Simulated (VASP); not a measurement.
# Lattice of Nickel, functional by functional, part 2 of 3

How much does the relaxed cell of Nickel depend on the functional? The starting structure is a measured crystal structure from the Crystallography Open Database. The first relaxation on each setting starts from this cell expanded by 3 % in volume.

VASP 6.6.1.

Results so far: PBEsol 10.37 Å³ an atom; LDA 10.02 Å³ an atom; PBE 10.88 Å³ an atom.

### 5. Relaxation with PBEsol + D3(BJ)

Level of this step: PBEsol with D3(BJ), spin-polarised from a ferromagnetic start (one magnetic atom a cell); plane waves and PAW (Ni) (VASP).

D3 with Becke-Johnson damping keeps a finite attraction at short range. This run starts from the cell of an earlier relaxation, which isn't shown; the restart sets up the plane waves anew.

INCAR

```
SYSTEM = Ni
PREC = Accurate
ENCUT = 450
EDIFF = 1E-06
NELM = 100
ISMEAR = 1
SIGMA = 0.15
LREAL = .FALSE.
ALGO = Normal
GGA = PS
IVDW = 12
NBANDS = 11
ISPIN = 2
MAGMOM = 1
LMAXMIX = 4
LORBIT = 11
LWAVE = .FALSE.
LCHARG = .FALSE.
KPAR = 4
IBRION = 2
NSW = 50
ISIF = 3
EDIFFG = -0.006
```

POSCAR

```
Ni
1.0
    0.0000000000      1.7144375583      1.7144375583
    1.7144375583      0.0000000000      1.7144375583
    1.7144375583      1.7144375583      0.0000000000
Ni
1
Direct
    0.0000000000      0.0000000000      0.0000000000
```

KPOINTS

```
Automatic mesh
0
Gamma
22 22 22
0 0 0
```

The projector-augmented-wave data sets are Ni (PBE family, release 64).

On the command line:

```
> mpirun -np 4 vasp_std
```

Log:

```text
[banner, memory and clock lines left out]
running    4 mpi-ranks, on    1 nodes
[...]
[... a notice as in an earlier step ...]

 LDA part: xc-table for (Slater+PW92), standard interpolation
 POSCAR, INCAR and KPOINTS ok, starting setup
[...]
entering main loop
       N       E                     dE             d eps       ncg     rms          rms(c)
DAV:   1     0.253193500800E+02    0.25319E+02   -0.42580E+03 15052   0.107E+03
DAV:   2    -0.652859355147E+01   -0.31848E+02   -0.29942E+02 14990   0.163E+02
DAV:   3    -0.732333739298E+01   -0.79474E+00   -0.79160E+00 16209   0.303E+01
DAV:   4    -0.732971426632E+01   -0.63769E-02   -0.63755E-02 16160   0.237E+00
[...]
DAV:  11    -0.612693330158E+01    0.54078E-04   -0.68374E-05 18573   0.774E-02    0.285E-02
DAV:  12    -0.612693495660E+01   -0.16550E-05   -0.18524E-06 10404   0.120E-02    0.128E-02
DAV:  13    -0.612693507967E+01   -0.12306E-06   -0.39234E-07  7888   0.679E-03
   1 F= -.65775508E+01 E0= -.65774799E+01  d E =-.657755E+01  mag=     0.6299
[...]
DAV:   3    -0.612598932729E+01    0.19847E-03   -0.13337E-03 17306   0.517E-01    0.373E-02
DAV:   4    -0.612597474652E+01    0.14581E-04   -0.96678E-06 16551   0.245E-02    0.215E-02
DAV:   5    -0.612597235894E+01    0.23876E-05   -0.39062E-06 13186   0.136E-02    0.396E-03
DAV:   6    -0.612597228495E+01    0.73995E-07   -0.25454E-07  7688   0.460E-03
   2 F= -.65775391E+01 E0= -.65774630E+01  d E =0.116740E-04  mag=     0.6292
 trial-energy change:    0.000012  1 .order    0.000009   -0.000030    0.000049
 step:   0.3828(harm=  0.3828)  dis= 0.00000  next Energy=    -6.577557 (dE=-0.581E-05)
[...]
N       E                     dE             d eps       ncg     rms          rms(c)
DAV:   1    -0.612686780816E+01   -0.89545E-03   -0.41524E-03 17186   0.983E-01    0.145E-01
DAV:   2    -0.612665746443E+01    0.21034E-03   -0.37690E-03 17612   0.819E-01    0.719E-02
DAV:   3    -0.612658132756E+01    0.76137E-04   -0.51365E-04 17288   0.321E-01    0.232E-02
DAV:   4    -0.612657547385E+01    0.58537E-05   -0.37892E-06 14977   0.155E-02    0.134E-02
DAV:   5    -0.612657454663E+01    0.92723E-06   -0.14825E-06  8612   0.844E-03
   3 F= -.65775538E+01 E0= -.65774817E+01  d E =-.305132E-05  mag=     0.6296
[...]
reached required accuracy - stopping structural energy minimisation
```

It took 13 s on 4 MPI ranks of Intel Xeon 6975P-C (Granite Rapids), shared host; peak memory 0.64 GiB.

Parts of OUTCAR (step 5):

```text
 Edisp (eV)   -0.45157

 Edisp (eV)   -0.45098

  Total       0.00579     0.00579     0.00579    -0.00000     0.00000     0.00000
  in kB       0.92054     0.92054     0.92054    -0.00000     0.00000     0.00000
  external pressure =        0.92 kB  Pullay stress =        0.00 kB

 POSITION                                       TOTAL-FORCE (eV/Angst)
 -----------------------------------------------------------------------------------
      0.00000      0.00000      0.00000         0.000000      0.000000      0.000000
 -----------------------------------------------------------------------------------
    total drift:                                0.000000      0.000000     -0.000000

  FREE ENERGIE OF THE ION-ELECTRON SYSTEM (eV)
  ---------------------------------------------------
  free  energy   TOTEN  =        -6.5775538200 eV

  energy  without entropy=       -6.5773375422  energy(sigma->0) =       -6.57748173

 magnetization (x)
# of ion       s       p       d       tot
------------------------------------------
    1       -0.006  -0.024   0.662   0.632

[... 2 parts as in an earlier step ...]

[... 2 further parts left out ...]
[key lines of the parts left out:]
E-fermi :  10.3304
```

With PBEsol + D3(BJ) the relaxed cell holds 10.070 Å³ an atom, -7.96 % against the measured cell, with a = 3.428 Å. That is -2.91 % from PBEsol.

### 6. Relaxation with r2SCAN

r2SCAN adds the kinetic-energy density, costs more than a GGA and is run with LASPH. This run starts from the cell of an earlier relaxation, which isn't shown; the restart sets up the plane waves anew.

Edit INCAR of step 5 so:

```diff
@@ -9,4 +9,4 @@
 ALGO = Normal
-GGA = PS
-IVDW = 12
+METAGGA = R2SCAN
+LASPH = .TRUE.
 NBANDS = 11
```

POSCAR

```
Ni
1.0
    0.0000000000      1.7390637168      1.7390637168
    1.7390637168      0.0000000000      1.7390637168
    1.7390637168      1.7390637168      0.0000000000
Ni
1
Direct
    0.0000000000      0.0000000000      0.0000000000
```

KPOINTS is that of step 5.

On the command line:

```
> mpirun -np 4 vasp_std
```

Log:

```text
[banner, memory and clock lines left out]
running    4 mpi-ranks, on    1 nodes
[...]
[... a notice as in an earlier step ...]

 LDA part: xc-table for (None), standard interpolation
 POSCAR, INCAR and KPOINTS ok, starting setup
[...]
entering main loop
       N       E                     dE             d eps       ncg     rms          rms(c)
DAV:   1     0.196525253914E+02    0.19653E+02   -0.43349E+03 14981   0.108E+03
DAV:   2    -0.133553237345E+02   -0.33008E+02   -0.31039E+02 15077   0.167E+02
DAV:   3    -0.142616792548E+02   -0.90636E+00   -0.90331E+00 16235   0.330E+01
DAV:   4    -0.142695493545E+02   -0.78701E-02   -0.78678E-02 16586   0.268E+00
[...]
DAV:  13    -0.119422665866E+02    0.20550E-05   -0.11469E-05 16678   0.429E-02    0.768E-03
DAV:  14    -0.119422682475E+02   -0.16608E-05   -0.23106E-06 10351   0.195E-02    0.173E-03
DAV:  15    -0.119422685509E+02   -0.30346E-06   -0.10254E-07  7720   0.372E-03
   1 F= -.11942269E+02 E0= -.11942220E+02  d E =-.119423E+02  mag=     0.7208
[...]
reached required accuracy - stopping structural energy minimisation
```

Run time: 34 s. Hardware: 4 MPI ranks; peak memory 0.6 GiB.

Parts of OUTCAR (step 6):

```text
  Total       -0.0044264     -0.0044264     -0.0044264     -0.0000000      0.0000000     -0.0000000
  in kB       -0.6741928     -0.6741928     -0.6741928     -0.0000000      0.0000000     -0.0000000
  external PRESSURE =      -0.6741928 kB  Pullay stress =       0.0000000 kB

 POSITION                                       TOTAL-FORCE (eV/Angst)
 -----------------------------------------------------------------------------------
      0.00000      0.00000      0.00000         0.000000      0.000000     -0.000000
 -----------------------------------------------------------------------------------
    total drift:                                0.000000     -0.000000     -0.000000

  FREE ENERGIE OF THE ION-ELECTRON SYSTEM (eV)
  ---------------------------------------------------
  free  energy   TOTEN  =       -11.9422685509 eV

  energy  without entropy=      -11.9421218470  energy(sigma->0) =      -11.94221965

 magnetization (x)
# of ion       s       p       d       tot
------------------------------------------
    1       -0.010  -0.042   0.792   0.739

[... 2 parts as in an earlier step ...]

[... 2 further parts left out ...]
[key lines of the parts left out:]
E-fermi :   9.8170
```

With r2SCAN the relaxed cell holds 10.519 Å³ an atom, -3.85 % against the measured cell, with a = 3.478 Å. That is +1.42 % from PBEsol.

### 7. Relaxation with r2SCAN + rVV10

rVV10 adds a nonlocal correlation energy for dispersion. This run starts from the cell of an earlier relaxation, which isn't shown; the restart sets up the plane waves anew.

Edit INCAR of step 6 so:

```diff
@@ -10,2 +10,6 @@
 METAGGA = R2SCAN
+LUSE_VDW = .TRUE.
+IVDW_NL = 2
+BPARAM = 11.95
+CPARAM = 0.0093
 LASPH = .TRUE.
```

POSCAR

```
Ni
1.0
    0.0000000000      1.7339611352      1.7339611352
    1.7339611352      0.0000000000      1.7339611352
    1.7339611352      1.7339611352      0.0000000000
Ni
1
Direct
    0.0000000000      0.0000000000      0.0000000000
```

KPOINTS is that of step 6.

On the command line:

```
> mpirun -np 4 vasp_std
```

Log:

```text
[banner, memory and clock lines left out]
running    4 mpi-ranks, on    1 nodes
[...]
|                                                                             |
|               ----> ADVICE to this user running VASP <----                  |
|                                                                             |
|     You have switched on vdW-DFT.                                           |
|     This routine was written and supplied by Jiri Klimes. We recommend      |
|     that you carefully read and cite the following publications:            |
|       J. Klimes, D.R. Bowler, A. Michelides                                 |
|          J. Phys.: Cond Matt. 22 022201 (2010)                              |
|       J. Klimes, D.R. Bowler, A. Michelides                                 |
|          Phys. Rev. B. 83, 195131 (2011)                                    |
|     and references therein.                                                 |
|                                                                             |

[...]
Total rVV10 correction in eV:      0.2396358    11.2174081
Total rVV10 correction in eV:      0.2396358    11.2174081
Total rVV10 correction in eV:      0.2396358    11.2174081
Total rVV10 correction in eV:      0.2396358    11.2174081
DAV:  15    -0.117017762144E+02   -0.26387E-06   -0.95321E-08  7747   0.360E-03
Total rVV10 correction in eV:      0.2396386    11.2174081
Total rVV10 correction in eV:      0.2396386    11.2174081
Total rVV10 correction in eV:      0.2396386    11.2174081
Total rVV10 correction in eV:      0.2396386    11.2174081
Total rVV10 correction in eV:      0.2396374    11.2174081
Total rVV10 correction in eV:      0.2396374    11.2174081
Total rVV10 correction in eV:      0.2396374    11.2174081
Total rVV10 correction in eV:      0.2396374    11.2174081
   1 F= -.11701776E+02 E0= -.11701741E+02  d E =-.117018E+02  mag=     0.7182
[... from here on, the cycles between the ionic steps are left out ...]
   2 F= -.11701773E+02 E0= -.11701737E+02  d E =0.318312E-05  mag=     0.7175
   3 F= -.11701775E+02 E0= -.11701739E+02  d E =0.100113E-05  mag=     0.7178
   4 F= -.11701775E+02 E0= -.11701740E+02  d E =0.125723E-05  mag=     0.7177
   5 F= -.11701775E+02 E0= -.11701740E+02  d E =0.954713E-06  mag=     0.7177
[...]
reached required accuracy - stopping structural energy minimisation
```

It took 97 s on 4 MPI ranks; peak memory 0.8 GiB; 6.4 min of CPU time.

Parts of OUTCAR (step 7):

```text
  Total       -0.0000305     -0.0000305     -0.0000305     -0.0000000      0.0000000      0.0000000
  in kB       -0.0046892     -0.0046892     -0.0046892     -0.0000000      0.0000000      0.0000000
  external PRESSURE =      -0.0046892 kB  Pullay stress =       0.0000000 kB

 POSITION                                       TOTAL-FORCE (eV/Angst)
 -----------------------------------------------------------------------------------
      0.00000      0.00000      0.00000         0.000000     -0.000000      0.000000
 -----------------------------------------------------------------------------------
    total drift:                                0.000000      0.000000      0.000000

  FREE ENERGIE OF THE ION-ELECTRON SYSTEM (eV)
  ---------------------------------------------------
  free  energy   TOTEN  =       -11.7017752597 eV

  energy  without entropy=      -11.7016682217  energy(sigma->0) =      -11.70173958

 magnetization (x)
# of ion       s       p       d       tot
------------------------------------------
    1       -0.010  -0.043   0.787   0.735

[... 2 parts as in an earlier step ...]

[... 2 further parts left out ...]
[key lines of the parts left out:]
E-fermi :   9.9396
```

With r2SCAN + rVV10 the relaxed cell holds 10.421 Å³ an atom, -4.75 % against the measured cell, with a = 3.467 Å. That is +0.47 % from PBEsol.

### 8. Relaxation with vdW-DF-cx

vdW-DF-cx takes its exchange from the same plasmon model as its correlation. This run starts from the cell of an earlier relaxation, which isn't shown; the restart sets up the plane waves anew.

Edit INCAR of step 7 so:

```diff
@@ -9,7 +9,5 @@
 ALGO = Normal
-METAGGA = R2SCAN
+GGA = CX
+AGGAC = 0
 LUSE_VDW = .TRUE.
-IVDW_NL = 2
-BPARAM = 11.95
-CPARAM = 0.0093
 LASPH = .TRUE.
```

POSCAR

```
Ni
1.0
    0.0000000000      1.7359444857      1.7359444857
    1.7359444857      0.0000000000      1.7359444857
    1.7359444857      1.7359444857      0.0000000000
Ni
1
Direct
    0.0000000000      0.0000000000      0.0000000000
```

KPOINTS is that of step 7.

On the command line:

```
> mpirun -np 4 vasp_std
```

Log:

```text
[banner, memory and clock lines left out]
running    4 mpi-ranks, on    1 nodes
[...]
[... a notice as in an earlier step ...]

 [... a notice as in an earlier step ...]

 LDA part: xc-table for (Slater+PW92), standard interpolation
 POSCAR, INCAR and KPOINTS ok, starting setup
[...]
entering main loop
       N       E                     dE             d eps       ncg     rms          rms(c)
DAV:   1     0.285261612504E+02    0.28526E+02   -0.42313E+03 15099   0.106E+03
DAV:   2    -0.329214679680E+01   -0.31818E+02   -0.29994E+02 14986   0.162E+02
DAV:   3    -0.409761884563E+01   -0.80547E+00   -0.80021E+00 16270   0.302E+01
DAV:   4    -0.410385645235E+01   -0.62376E-02   -0.62363E-02 16054   0.235E+00
[...]
DAV:  11    -0.303650797369E+01    0.39195E-04   -0.59643E-05 18471   0.688E-02    0.311E-02
DAV:  12    -0.303650921277E+01   -0.12391E-05   -0.12847E-06 10907   0.108E-02    0.116E-02
DAV:  13    -0.303650925339E+01   -0.40625E-07   -0.29580E-07  7879   0.628E-03
[...]
DAV:   3    -0.303651874793E+01    0.20754E-03   -0.14169E-03 17255   0.524E-01    0.357E-02
DAV:   4    -0.303650513199E+01    0.13616E-04   -0.87212E-06 16328   0.225E-02    0.205E-02
DAV:   5    -0.303650271422E+01    0.24178E-05   -0.38284E-06 12808   0.129E-02    0.370E-03
DAV:   6    -0.303650263181E+01    0.82413E-07   -0.22619E-07  7557   0.416E-03
   2 F= -.30365026E+01 E0= -.30364216E+01  d E =0.662158E-05  mag=     0.6308
 trial-energy change:    0.000007  1 .order    0.000005   -0.000027    0.000038
 step:   0.4205(harm=  0.4205)  dis= 0.00000  next Energy=    -3.036515 (dE=-0.575E-05)
[...]
N       E                     dE             d eps       ncg     rms          rms(c)
DAV:   1    -0.303675362928E+01   -0.25092E-03   -0.33780E-03 17114   0.877E-01    0.131E-01
DAV:   2    -0.303658852297E+01    0.16511E-03   -0.32725E-03 17576   0.754E-01    0.696E-02
DAV:   3    -0.303651845714E+01    0.70066E-04   -0.48067E-04 17225   0.306E-01    0.209E-02
DAV:   4    -0.303651384604E+01    0.46111E-05   -0.30164E-06 14870   0.134E-02    0.120E-02
DAV:   5    -0.303651312056E+01    0.72548E-06   -0.12794E-06  8194   0.752E-03
   3 F= -.30365131E+01 E0= -.30364346E+01  d E =-.386717E-05  mag=     0.6311
[...]
reached required accuracy - stopping structural energy minimisation
```

It took 26 s on 4 MPI ranks; peak memory 1 GiB; 1.7 min of CPU time.

[end of part 2 of 3]

[Lines on the potential files, build, host, timing and source positions are cut from VASP's logs without a mark.]

[Logs are printed without paths, hosts, clocks, repeated set-up lines and the standing remarks that a program may print on its own settings, such as how far it seeks lower states.]

[Hosts, paths, dates, database ids (printed as entryN), source tags and the programs' standing remarks are cut or masked in the printed files.]
